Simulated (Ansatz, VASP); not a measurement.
**One calculation of BiB, two programs**

The input POSCAR:

```
BiB
1.0
    0.0365983263      2.7814728006      2.7814728006
    2.7814728006      0.0365983263      2.7814728006
    2.7814728006      2.7814728006      0.0365983263
B Bi
1 1
Direct
    0.0005908435      0.0005908435      0.0005908435
    0.2494091565      0.2494091565      0.2494091565
```

File INCAR.step1:

```
PREC     = Accurate       # precision mode
ENCUT    = 520            # plane-wave cutoff, eV
ISMEAR   = -1             # smearing method
SIGMA    = 0.02           # smearing width, eV
LREAL    = F              # projectors in reciprocal space
LASPH    = T              # aspherical terms in the spheres
NELM     = 80             # most SCF steps
NBANDS   = 16             # bands
GGA      = PE             # functional
ALGO     = Normal         # electronic algorithm
EDIFF    = 1E-4           # SCF threshold, eV
LWAVE    = T              # write WAVECAR
LCHARG   = F              # write CHGCAR
```

File INCAR.step2:

```
PREC     = Accurate       # precision mode
ENCUT    = 520            # plane-wave cutoff, eV
EDIFF    = 1E-6           # SCF threshold, eV
ISMEAR   = -1             # smearing method
SIGMA    = 0.02           # smearing width, eV
LREAL    = F              # projectors in reciprocal space
LASPH    = T              # aspherical terms in the spheres
NELM     = 80             # most SCF steps
ALGO     = Normal         # electronic algorithm
ISIF     = 2              # what is computed and relaxed
LWAVE    = F              # write WAVECAR
LCHARG   = T              # write CHGCAR
METAGGA  = R2SCAN         # meta-GGA
LMIXTAU  = T            
LELF     = T              # ELF
LVHAR    = T            
NBANDS   = 16             # bands
ISTART   = 1
```

File KPOINTS:

```
regular mesh
0
Gamma
  8 8 8
```

Input for Ansatz:

```yaml
crystal:
  lattice:
    - [0.0365983263, 2.7814728006, 2.7814728006]
    - [2.7814728006, 0.0365983263, 2.7814728006]
    - [2.7814728006, 2.7814728006, 0.0365983263]
  atoms:
    - { symbol: B, position: [0.0005908435, 0.0005908435, 0.0005908435] }
    - { symbol: Bi, position: [0.2494091565, 0.2494091565, 0.2494091565] }
kpoints:
  mp_grid: { grid: [8, 8, 8] }
  band_path:
    path:
      - [0.0, 0.0, 0.0]
      - [-0.5, -0.5, 0.0]
      - [-0.375, -0.375, 0.25]
      - [-0.375, 0.0, 0.375]
      - [0.0, 0.0, 0.5]
      - [-0.5, -0.25, 0.25]
    npoints: 1
hamiltonian:
  xc: r2scan
scf:
  occupations: { method: fermi_dirac, width: 0.02 }
  n_extra_bands: 4
output:
  forces: true
  stress: true
  eigenvalues: true
  write_density: true
  write_potential: true
  elf: true
  volumetric_format: npy
```

Change from the starting cell: shear_111 strain +2.0%.

Alike in both runs: task single point; functional r2SCAN; k mesh 8 × 8 × 8; occupations fermi-dirac, width 0.02 eV; no spin polarisation.

|  | VASP | Ansatz |
| --- | --- | --- |
| version | VASP 6.6.1 | Ansatz 0.2.0 |
| potentials or method | VASP PAW PBE potentials, release 64 (B, Bi_d) | plane waves, PAW |
| plane-wave cutoff (eV) | 520 | 500 |
| valence electrons in the cell | 18 | 18 |

|  | VASP | Ansatz | Ansatz less VASP |
| --- | --- | --- | --- |
| pressure (GPa) | -1.6 | -1.5 | +0.04 |
| largest component of the traceless stress (GPa) | 1.02 | 1.02 | -0.001 |

Caveats: the PAW data sets were made with another functional, which shifts forces and pressure a little (VASP); spin-orbit coupling is left out, which as a rule narrows the gap of such compounds by several tenths of an eV.
